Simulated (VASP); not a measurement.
Here is the system:

```
CELL_PARAMETERS angstrom
      3.05693     0.00000     0.00000
      0.00000     3.05693     0.00000
      0.00000     0.00000     3.05693
ATOMIC_POSITIONS crystal
  Al 0.50000 0.50000 0.50000
  Ru 0.00000 0.00000 0.00000
```

The numbers are results of vdW-DF2, VASP's PBE PAW potentials (set 64) (plane waves; VASP 6.6.1), not measurements. Numerical set-up: 520 eV cut-off, Gaussian smearing of 0.050 eV, potentials Al Ru_pv.

Task: Give the energies of bands 4 to 11 at the high-symmetry points, in eV from the Fermi level.

Result: 
| band | Γ | X | M | R |
|---|---|---|---|---|
| 4 | -9.23 | -5.40 | -5.69 | -4.24 |
| 5 | -3.12 | -5.35 | -2.68 | -4.24 |
| 6 | -3.12 | -2.40 | -1.21 | -4.24 |
| 7 | 0.14 | -1.46 | -1.21 | 1.50 |
| 8 | 0.14 | -1.46 | -1.04 | 1.50 |
| 9 | 0.14 | 0.37 | -1.04 | 1.95 |
| 10 | 5.79 | 2.10 | 1.42 | 4.21 |
| 11 | 5.79 | 7.59 | 4.97 | 4.21 |

It has no gap at this level: it comes out as a metal or semimetal.

The compound is RuAl in the CsCl type structure. It was relaxed first, which changed the volume by +7 %. The electron count is odd and the run is not spin-polarised, which forces a metal.
